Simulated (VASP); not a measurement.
Here is a VASP 6.6.1 calculation.

Contents of INCAR:

```
ALGO = Normal
EDIFF = 1E-8
ENCUT = 600
IBRION = 8
ISIF = 2
ISMEAR = 0
LASPH = True
LCHARG = False
LEPSILON = True
LREAL = False
LWAVE = False
NELM = 100
NSW = 1
PREC = Accurate
SIGMA = 0.02
```

KPOINTS

```
k-points
0
Gamma
  8 8 8
```

File POSCAR:

```
GaP
1.0
    0.0000000000      2.6964800000      2.6964800000
    2.6964800000      0.0000000000      2.6964800000
    2.6964800000      2.6964800000      0.0000000000
Ga P
1 1
Direct
    0.0000000000      0.0000000000      0.0000000000
    0.7500000000      0.7500000000      0.7500000000
```

Potentials or basis: VASP PAW LDA potentials, release 64 (Ga_d, P).

Command:

```console
$ cat potpaw_LDA.64/Ga_d/POTCAR potpaw_LDA.64/P/POTCAR > POTCAR
$ mpirun -np 1 vasp_std > vasp.out
```

Q: Estimate the electronic dielectric tensor (diagonal).

A: 11.47.

Q: Predict the Born charges (mean of the diagonal).

A: Ga +2.12; P -2.12 e.

Q: Predict the band gap on the k mesh.

A: 1.43 eV, indirect (least direct gap 1.90 eV).

Q: What does it give for the highest phonon frequency at Γ, LO-TO splitting left out?

A: 364 cm⁻¹.

Born effective charge tensors (e):
atom 1, Ga
```
2.12 0.00 0.00
0.00 2.12 0.00
0.00 0.00 2.12
```
atom 2, P
```
-2.12  0.00  0.00
 0.00 -2.12  0.00
 0.00  0.00 -2.12
```

**What was measured.**

“Stacking defects in GaP nanowires: Electronic structure and optical properties”, 2018, arxiv:1810.01194 quotes, for a bulk crystal of GaP at 10 K: band gap 2.34 eV (indirect).

Against the measured gap of GaP, 2.34 eV (indirect; 10 K; quoted in “Stacking defects in GaP nanowires: Electronic structure and optical properties”, 2018, arxiv:1810.01194), the calculated 1.43 eV is off by -0.91 eV. Spin-orbit coupling on Ga is left out. The value is that of LDA on a finite k mesh, which can miss the band edges, without temperature or zero-point motion. Semilocal functionals fall short of measured gaps as a rule. The cell is a database's relaxed one, not the measured one, which moves gaps too.
